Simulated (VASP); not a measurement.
Mo₃Si (A15) is relaxed at rising pressure, each step from the one before. Symmetry mostly holds the structure type, and other phases were not tried. The mesh follows the cell, and a change of mesh leaves a small step in the series.

Input:

Space group Pm-3n (No. 223); a = b = c = 4.9090 Å, α = β = γ = 90.00°

| atom | site | symmetry | x | y | z |
|---|---|---|---|---|---|
| Si | 2a | m-3. | 0.0000 | 0.0000 | 0.0000 |
| Mo | 6c | -4m.2 | 0.0000 | 0.5000 | 0.2500 |

All values below come from PBE GGA, VASP's PBE PAW potentials (set 64) (plane waves; VASP 6.6.1). Numerical set-up: 500 eV cut-off, 6×6×6 Γ-centred mesh, first-order Methfessel-Paxton smearing of 0.10 eV, potentials Si Mo_sv.

```csv
P (GPa),V (Å³/atom),H − H(0) (eV/atom),space group,gap on the mesh (eV),k-mesh
0,14.79,0.000,Pm-3n,0.00,6×6×6
5,14.51,0.457,Pm-3n,0.00,6×6×6
10,…,…,Pm-3n,0.00,6×6×6
20,13.79,1.774,Pm-3n,0.00,7×7×7
30,13.41,2.622,Pm-3n,0.00,7×7×7
45,…,…,Pm-3n,0.00,7×7×7
```

Problem. Complete the blanks.

Solution. 
- 10, V (Å³/atom): 14.25
- 10, H − H(0) (eV/atom): 0.906
- 45, V (Å³/atom): 12.92
- 45, H − H(0) (eV/atom): 3.854

Pressures at which the relaxation failed are left out.

The compound is Mo3Si in the A15 structure.
